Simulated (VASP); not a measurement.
Here is the system:

```
HfPbO3
1.0
    4.07468     0.00000     0.00000
    0.00000     4.07468     0.00000
    0.00000     0.00000     4.07468
Hf Pb O
1 1 3
Direct
  0.50000   0.50000   0.50000
  0.00000   0.00000   0.00000
  0.00000   0.50000   0.50000
  0.50000   0.00000   0.50000
  0.50000   0.50000   0.00000
```

Calculation: LDA (Ceperley-Alder, Perdew-Zunger) with spin-orbit coupling, VASP's LDA PAW potentials (set 64) (plane waves; VASP). Run with 520 eV cut-off, 5×5×5 Γ-centred mesh, Gaussian smearing of 0.050 eV, potentials Hf_pv Pb_d O.

Question: Predict the energy per atom (σ→0), band gap (over mesh and band path) with the smallest direct gap where there is one.

Answer: 
```json
{
 "band gap (over mesh and band path)": "2.11 eV",
 "smallest direct gap (over mesh and band path)": "2.11 eV",
 "energy per atom (σ→0)": "-9.218 eV/atom"
}
```

Total energies compare only between runs with the same potentials, cut-off and functional.

The structure comes from a computed database's HfPbO3 entry (Pm-3m); how it stands against other phases isn't given here. It was relaxed first, which changed the volume by -6 %.
